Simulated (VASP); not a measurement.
Given:

```
Be2C
1.0
    0.00000     2.15831     2.15831
    2.15831     0.00000     2.15831
    2.15831     2.15831     0.00000
Be C
2 1
Direct
  0.25000   0.25000   0.25000
  0.75000   0.75000   0.75000
  0.00000   0.00000   0.00000
```

These are AM05 GGA, VASP's PBE PAW potentials (set 64) (plane waves; VASP 6.6.1) values and carry that method's errors. Run with 520 eV cut-off, 9×9×9 Γ-centred mesh, Gaussian smearing of 0.050 eV, potentials Be C.

Predict the energy per atom (σ→0).

The energy per atom (σ→0) comes out as -6.014 eV/atom.

The absolute energy has meaning only against runs of the same code, potentials and settings.

The compound is Be2C in the antifluorite structure. It was relaxed first.
